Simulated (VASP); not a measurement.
Here is the system:

```
AgI
1.0
    2.40120    -4.15900     0.00000
    2.40120     4.15900     0.00000
    0.00000     0.00000     7.84936
Ag I
2 2
Direct
  0.66667   0.33333   0.50015
  0.33333   0.66667   0.00015
  0.66667   0.33333   0.87485
  0.33333   0.66667   0.37485
```

Calculation: RPBE GGA, VASP's PBE PAW potentials (set 64) (plane waves; VASP). Settings: 520 eV cut-off, 6×6×3 Γ-centred mesh, tetrahedra with Blöchl corrections, potentials Ag I.

The cores are frozen, which limits the accuracy of field gradients.

Question: Give the principal components of the electric field gradient (V/Å²) and the asymmetry η at each nucleus.

Answer: 
| atom | Vxx | Vyy | Vzz | η |
|---|---|---|---|---|
| Ag1 | 0.1 | 0.1 | -0.2 | - |
| Ag2 | 0.1 | 0.1 | -0.2 | - |
| I3 | -1.9 | -1.9 | 3.7 | 0.00 |
| I4 | -1.9 | -1.9 | 3.7 | 0.00 |

The compound is AgI in the wurtzite structure. It was relaxed first, which changed the volume by +14 %.
